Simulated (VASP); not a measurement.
Here is the system:

```
CELL_PARAMETERS angstrom
      1.52415    -2.63991     0.00000
      1.52415     2.63991     0.00000
      0.00000     0.00000     3.25124
ATOMIC_POSITIONS crystal
  Ti 0.00000 0.00000 0.00000
  B  0.33333 0.66667 0.50000
  B  0.66667 0.33333 0.50000
```

All values below come from RPBE GGA, VASP's PBE PAW potentials (set 64) (plane waves; VASP). Settings: 520 eV cut-off, 13×13×11 Γ-centred mesh, tetrahedra with Blöchl corrections, potentials Ti_sv B.

The cores are frozen, which limits the accuracy of field gradients.

**Question.** Give the principal components of the electric field gradient (V/Å²) and the asymmetry η at each nucleus.

**Answer.** 
```
atom   Vxx   Vyy   Vzz     η
----  ----  ----  ----  ----
Ti1   -8.9  -8.9  17.9  0.00
B2    -2.3  -2.3   4.6  0.00
B3    -2.3  -2.3   4.6  0.00
```

The compound is TiB2 in the AlB2 type structure. It was relaxed first.
